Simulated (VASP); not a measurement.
SiB, 4 atoms in the cell. It takes space group P-6m2 (No. 187, hexagonal). The conventional cell has a = 3.198 Å, b = 3.198 Å, c = 5.853 Å, α = 90.00°, β = 90.00°, γ = 120.00°. Around Si (site symmetry 3m) lie 3 B at 2.06 Å and 1 Si at 2.37 Å. B (site symmetry 3m) has 1 B at 1.64 Å as nearest neighbours. The cell was built by a generator and needn't be a form met in nature.

* Program: VASP 6.6.1
* Task: relaxation of cell and atoms
* Functional: PBE
* Potentials or basis: VASP PAW PBE potentials, release 64 (Si, B)
* Cutoff: 520 eV
* k mesh: 12 × 12 × 6
* Occupations: gaussian, width 0.1 eV
* Spin: no spin polarisation
* Further INCAR settings: ALGO = Normal; EDIFF = 1e-07; IBRION = 2; POTIM = 0.3; EDIFFG = -0.005; NSW = 60; ISIF = 3

Potentials or basis: VASP PAW PBE potentials, release 64 (Si, B).

The run is started by

```console
$ cat potpaw_PBE.64/Si/POTCAR potpaw_PBE.64/B/POTCAR > POTCAR
$ mpirun -np 2 vasp_std > vasp.out
```

Hardware: 2 MPI ranks on Intel(R) Xeon(R) Platinum 8559C (Emerald Rapids), on a shared host.

**Question.** How long does it take, and how much memory?

**Answer.** Wall time 8.9 s on 2 MPI ranks on Intel(R) Xeon(R) Platinum 8559C (Emerald Rapids), on a shared host, peak memory 0.17 GiB a rank. Counts: scf iterations 15, k points 76, ion steps 1.
